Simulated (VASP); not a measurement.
Input:

```
ZnSe
1.0
    0.00000     2.85008     2.85008
    2.85008     0.00000     2.85008
    2.85008     2.85008     0.00000
Zn Se
1 1
Direct
  0.00000   0.00000   0.00000
  0.25000   0.25000   0.25000
```

These are SCAN meta-GGA, VASP's PBE PAW potentials (set 64) (plane waves; VASP 6.6.1) values and carry that method's errors. Numerical set-up: 520 eV cut-off, 8×8×8 Γ-centred mesh, Gaussian smearing of 0.050 eV, potentials Zn Se.

Task: Give the stress tensor in GPa (positive for a compressed cell).

Result: 
```
-1.66   0.00   0.00
 0.00  -1.66   0.00
 0.00   0.00  -1.66
```
The pressure is its mean diagonal, -1.66 GPa.

The compound is ZnSe in the zinc blende structure. This cell is one point of a volume scan, at 1.03 of the reference volume.
